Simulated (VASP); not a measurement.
Here is the system:

```xyz
1
Lattice="0.0000 3.0400 3.0400 3.0400 0.0000 3.0400 3.0400 3.0400 0.0000" Properties=species:S:1:pos:R:3 pbc="T T T"
Sr     0.0000     0.0000     0.0000
```

All values below come from vdW-DF-cx, VASP's PBE PAW potentials (set 64) (plane waves; VASP). Settings: 520 eV cut-off, 9×9×9 Γ-centred mesh, first-order Methfessel-Paxton smearing of 0.10 eV, potentials Sr_sv.

Energy and stress use the plane-wave basis of the starting cell.

Task: The ions, cell shape and volume are relaxed. What does this cell relax into?

Result: 
```xyz
1
Lattice="0.0000 2.9629 2.9629 2.9629 0.0000 2.9629 2.9629 2.9629 0.0000" Properties=species:S:1:pos:R:3 pbc="T T T"
Sr     0.0000     0.0000     0.0000
```
Space group Fm-3m (225), at a tolerance of 0.03 Å.

Task: How do energy and volume change from the first to the last step?

Result: The energy (σ→0) changes by -11.9 meV/atom and the volume by -7.4 %, in 3 ionic steps.

The compound is Sr in the fcc structure. This run relaxes it. Symmetry was kept, so distortions that lower it aren't found.
